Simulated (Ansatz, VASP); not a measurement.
This is a calculation of Hf2Pd2Se2Br2O3 for Ansatz 0.2.0.

File input.yaml:

```yaml
crystal:
  lattice:
    - [5.76069, 0.00496, -0.00286]
    - [-0.5275, 5.84664, 0.03413]
    - [-1.48435, -0.92642, 6.64586]
  atoms:
    - { symbol: Hf, position: [0.7454, 0.39602, 0.34989] }
    - { symbol: Hf, position: [0.28763, 0.45322, 0.59401] }
    - { symbol: Pd, position: [0.90854, 0.13294, 0.84849] }
    - { symbol: Pd, position: [0.25249, 0.90323, 0.35874] }
    - { symbol: Se, position: [0.63469, 0.40355, 0.93716] }
    - { symbol: Se, position: [0.62597, 0.78174, 0.53023] }
    - { symbol: Br, position: [0.85273, 0.99089, 0.15355] }
    - { symbol: Br, position: [0.22526, 0.82084, 0.86223] }
    - { symbol: O, position: [0.9604, 0.28925, 0.59026] }
    - { symbol: O, position: [0.43233, 0.24524, 0.40864] }
    - { symbol: O, position: [0.07457, 0.58308, 0.36682] }
kpoints:
  mp_grid: { grid: [2, 2, 2] }
scf:
  occupations: { method: fermi_dirac, width: 0.05 }
hamiltonian:
  xc: pbe
  pseudopotentials: { kind: all_electron, lapw: { basis_error: 0.005 } }
output:
  forces: true
  stress: true
  eigenvalues: true
```

Potentials or basis: all-electron LAPW, scalar-relativistic.

Run with:

```sh
$ ansatz run input.yaml --threads 8 --pin off --max-ram 24576MiB --backend cpu --events-out ev --progress --plain --runs-dir out
```

Q: Translate it to VASP 6.6.1. Potentials there: VASP PAW PBE potentials, release 64 (Hf_pv, Pd, Se, Br, O).

A: As run (the cutoff follows the program's own potentials):

Contents of INCAR:

```
  ALGO = Normal
  EDIFF = 1E-6
  ENCUT = 520
  GGA = PE
  ISIF = 2
  ISMEAR = -1
  LASPH = T
  LCHARG = F
  LREAL = F
  LWAVE = F
  NBANDS = 53
  NELM = 100
  PREC = Accurate
  SIGMA = 0.05
```

The input KPOINTS:

```
k-points
0
Gamma
  2 2 2
```

File POSCAR:

```
Hf2Pd2Se2Br2O3
1.0
    5.7606900000      0.0049600000     -0.0028600000
   -0.5275000000      5.8466400000      0.0341300000
   -1.4843500000     -0.9264200000      6.6458600000
Hf Pd Se Br O
2 2 2 2 3
Direct
    0.7454000000      0.3960200000      0.3498900000
    0.2876300000      0.4532200000      0.5940100000
    0.9085400000      0.1329400000      0.8484900000
    0.2524900000      0.9032300000      0.3587400000
    0.6346900000      0.4035500000      0.9371600000
    0.6259700000      0.7817400000      0.5302300000
    0.8527300000      0.9908900000      0.1535500000
    0.2252600000      0.8208400000      0.8622300000
    0.9604000000      0.2892500000      0.5902600000
    0.4323300000      0.2452400000      0.4086400000
    0.0745700000      0.5830800000      0.3668200000
```

Potentials or basis: VASP PAW PBE potentials, release 64 (Hf_pv, Pd, Se, Br, O).

The run is started by

```sh
$ cat potpaw_PBE.64/Hf_pv/POTCAR potpaw_PBE.64/Pd/POTCAR potpaw_PBE.64/Se/POTCAR potpaw_PBE.64/Br/POTCAR potpaw_PBE.64/O/POTCAR > POTCAR
$ mpirun -np 1 vasp_std > vasp.out
```

Both were run:

|  | VASP | Ansatz | Ansatz less VASP |
| --- | --- | --- | --- |
| gap on the k mesh at the Fermi level (eV) | 0.20 | 0.23 | +0.026 |
| least direct gap on the mesh (eV) | 0.34 | 0.36 | +0.017 |
| pressure (GPa) | -0.5 | 0.1 | +0.60 |
| largest component of the traceless stress (GPa) | 0.18 | 0.17 | -0.019 |
| rms of the force components (eV/Å) | 0.074 | 0.025 | -0.0484 |

Atom by atom the forces differ by 0.063 eV/Å (rms over components). Ansatz ran all-electron here, so the differences hold the error of VASP's frozen core and of both bases.

Caveats: the k mesh is coarse (spacing up to 0.56 Å⁻¹), so the values aren't converged; spin-orbit coupling is left out, which moves the levels of the heavy elements.
